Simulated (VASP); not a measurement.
Y3F:

```
Y F
1.0
     6.26665    0.00000    0.00000
    -3.13333    5.42708    0.00000
     0.00000    0.00000    3.36199
Y F
3 1
Direct
  0.50000 0.00000 0.00000
  0.00000 0.50000 0.00000
  0.50000 0.50000 0.00000
  0.00000 0.00000 0.00000
```

The cell was built by a generator and needn't be a form met in nature.

| Item | Value |
| --- | --- |
| Program | VASP 6.6.1 |
| Task | relaxation of cell and atoms |
| Functional | BLYP |
| Dispersion | D3 |
| Potentials or basis | VASP PAW PBE potentials, release 64 (Y_sv, F) |
| Cutoff | 600 eV |
| k mesh | 4 × 4 × 6 |
| Occupations | fermi-dirac, width 0.05 eV |
| Spin | no spin polarisation |

At the start: pressure -0.8 GPa; volume 28.58 Å³/atom.

Question: Where does the relaxation end?

Answer: Over 5 steps the energy falls by 2.6 meV/atom and the volume is 27.82 Å³/atom (-2.7 %); space group P6/mmm (No. 191, to 0.05 Å).

Step by step:
```
step  energy change (eV)  largest force (eV/Å)  pressure (GPa)  volume (Å³)
   1              0.0000                0.0000           -0.77       114.34
   2             -0.0095                0.0000           -0.21       112.07
   3             -0.0103                0.0000            0.06       111.12
   4             -0.0103                0.0000            0.03       111.18
   5             -0.0105                0.0000            0.00       111.29
```

Final structure:
```
Y F
1.0
     6.18419    0.00000    0.00000
    -3.09210    5.35567    0.00000
     0.00000    0.00000    3.36021
Y F
3 1
Direct
  0.50000 0.00000 0.00000
  0.00000 0.50000 0.00000
  0.50000 0.50000 0.00000
  0.00000 0.00000 0.00000
```

Caveat: the PAW data sets were made with another functional, which shifts forces and pressure a little; pairwise dispersion overbinds metals, which lowers pressure and volume.
